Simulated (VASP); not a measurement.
Method: r2SCAN meta-GGA, VASP's PBE PAW potentials (set 64) (plane waves; VASP).

VASP input:

INCAR:
```
# general
SYSTEM  = TiO2
PREC    = Accurate
ENCUT   = 520   # plane-wave cut-off (eV)
LREAL   = F
LASPH   = T   # aspherical one-centre terms

# electronic loop
EDIFF   = 1E-6
NELM    = 100
ALGO    = Normal   # blocked Davidson
LMAXMIX = 4
LMIXTAU = T

# smearing
ISMEAR  = 0   # Gaussian
SIGMA   = 0.05

# functional
METAGGA = R2SCAN

# ions
IBRION  = 2
NSW     = 60   # most ionic steps
ISIF    = 3   # ions, shape and volume
EDIFFG  = -0.02   # ionic stop

# output
LWAVE   = F
LCHARG  = F
```

**KPOINTS**
```
Automatic mesh
0
Gamma
8 8 8
0 0 0
```

File POSCAR:
```
TiO2
1.0
 -1.8888266861   1.8888266861   4.7684147952
  1.8888266861  -1.8888266861   4.7684147952
  1.8888266861   1.8888266861  -4.7684147952
Ti O
2 4
Cart
 -0.0000000000   1.8888266861   2.3842073976
  0.0000000000   0.0000000000   0.0000000000
  0.0000000000   1.8888266861   0.3988119199
  0.0000000000  -0.0000000000   7.5514341127
  1.8888266861   1.8888266861  -2.7830193175
 -0.0000000000   1.8888266861   4.3696028753
```

POTCAR, in this order: Ti_sv O (PBE.64 set). Program: vasp_std.

Problem. Estimate the energy per atom (σ→0), volume per atom.

Solution. 
```yaml
energy per atom (σ→0): -11.643 eV/atom
volume_per_atom: 11.45 Å³/atom
```

File OSZICAR:
```
...
       N       E                     dE             d eps       ncg     rms          rms(c)
DAV:   1    -0.698589095306E+02   -0.20239E-03   -0.33849E-02  3304   0.163E+00    0.967E-02
DAV:   2    -0.698588758808E+02    0.33650E-04   -0.14162E-03  4076   0.295E-01    0.570E-02
DAV:   3    -0.698588318572E+02    0.44024E-04   -0.23697E-04  4392   0.146E-01    0.149E-02
DAV:   4    -0.698588252684E+02    0.65889E-05   -0.54686E-05  3708   0.784E-02    0.110E-02
DAV:   5    -0.698588281097E+02   -0.28413E-05   -0.12621E-05  3560   0.386E-02    0.483E-03
DAV:   6    -0.698588286901E+02   -0.58039E-06   -0.59932E-06  3176   0.217E-02
   6 F= -.69858829E+02 E0= -.69858829E+02  d E =-.121622E-03
```

The compound is TiO2 in the anatase structure, one of several forms; rutile is the usual stable one. This run relaxes it. Symmetry was kept, so distortions that lower it aren't found. The start is the result of an earlier pass.
